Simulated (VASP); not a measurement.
Crystal: Cu2B.

```xyz
6
Lattice="0.0000 3.2835 3.2835 3.2835 0.0000 3.2835 3.2835 3.2835 0.0000" Properties=species:S:1:pos:R:3 pbc="T T T"
Cu    0.8209    0.8209    0.8209
Cu    0.8209    2.4626    2.4626
Cu    2.4626    2.4626    0.8209
Cu    2.4626    0.8209    2.4626
B     3.2835    3.2835    3.2835
B     4.9252    4.9252    4.9252
```

The cell was built by a generator and needn't be a form met in nature.

- Program: VASP 6.6.1
- Task: relaxation of cell and atoms
- Functional: LDA
- Potentials or basis: VASP PAW LDA potentials, release 64 (Cu, B)
- Cutoff: 600 eV
- k mesh: 5 × 5 × 5
- Occupations: fermi-dirac, width 0.05 eV
- Spin: no spin polarisation

At the start: pressure -10.9 GPa; volume 11.80 Å³/atom.

Task: Where does the relaxation end?

Result: Over 3 steps the energy falls by 35.3 meV/atom and the volume is 10.85 Å³/atom (-8.0 %); space group Fd-3m (No. 227, to 0.05 Å).

Step by step:
```csv
step,energy change (eV),largest force (eV/Å),pressure (GPa),volume (Å³)
1,0.0000,0.0000,-10.87,70.80
2,-0.1707,0.0000,6.16,62.91
3,-0.2117,0.0000,0.05,65.11
```

Final structure:
```xyz
6
Lattice="0.0000 3.1931 3.1931 3.1931 0.0000 3.1931 3.1931 3.1931 0.0000" Properties=species:S:1:pos:R:3 pbc="T T T"
Cu    0.7983    0.7983    0.7983
Cu    0.7983    2.3948    2.3948
Cu    2.3948    2.3948    0.7983
Cu    2.3948    0.7983    2.3948
B     3.1931    3.1931    3.1931
B     4.7896    4.7896    4.7896
```
